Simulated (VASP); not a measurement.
```xyz
6
Lattice="-2.6604 2.6604 4.5212 2.6604 -2.6604 4.5212 2.6604 2.6604 -4.5212" Properties=species:S:1:pos:R:3 pbc="T T T"
Ge     0.0000     0.0000     4.5212
Ge     2.6604     0.0000     2.2606
Se     0.0000     0.0000     1.9803
Se     0.0000     2.6604     4.2409
Se     0.0000     2.6604     0.2803
Se     0.0000     0.0000     7.0621
```

The numbers are results of PBEsol GGA, VASP's PBE PAW potentials (set 64) (plane waves; VASP), not measurements. Run with 400 eV cut-off, Gaussian smearing of 0.050 eV, potentials Ge_d Se.

Task: Give the energies of bands 17 to 30 at the high-symmetry points, in eV from the Fermi level.

Result: 
| band | Γ | X | P | N | M | S | R |
|---|---|---|---|---|---|---|---|
| 17 | -5.58 | -3.81 | -5.01 | -5.36 | -6.26 | -5.65 | -3.85 |
| 18 | -4.97 | -3.81 | -5.01 | -4.83 | -6.26 | -4.30 | -3.85 |
| 19 | -4.97 | -3.69 | -1.80 | -4.35 | -3.13 | -3.78 | -3.65 |
| 20 | -4.77 | -3.69 | -1.80 | -3.76 | -3.13 | -3.54 | -3.65 |
| 21 | -4.77 | -1.66 | -1.37 | -2.57 | -3.04 | -2.93 | -2.05 |
| 22 | -2.94 | -1.66 | -1.37 | -2.02 | -3.04 | -2.87 | -2.05 |
| 23 | -2.94 | -0.62 | -1.34 | -1.63 | -1.90 | -2.41 | -0.73 |
| 24 | -1.74 | -0.62 | -1.34 | -1.23 | -1.90 | -0.51 | -0.73 |
| 25 | -0.77 | -0.12 | -0.70 | -0.85 | -1.20 | -0.31 | -0.34 |
| 26 | 0.56 | -0.12 | -0.70 | -0.32 | -1.20 | -0.29 | -0.34 |
| 27 | 0.73 | 0.48 | 0.94 | 0.76 | -0.09 | -0.04 | 0.91 |
| 28 | 0.73 | 0.48 | 0.94 | 1.09 | -0.09 | 1.22 | 0.91 |
| 29 | 3.66 | 1.54 | 1.67 | 2.07 | 4.24 | 2.13 | 1.71 |
| 30 | 5.75 | 1.54 | 1.67 | 2.59 | 4.24 | 2.78 | 1.71 |

It has no gap at this level: it comes out as a metal or semimetal.

The structure was generated: GeSe2 was put into the anatase type (I4_1/amd), which need not be its known phase. It was relaxed first, which changed the volume by -9 %.
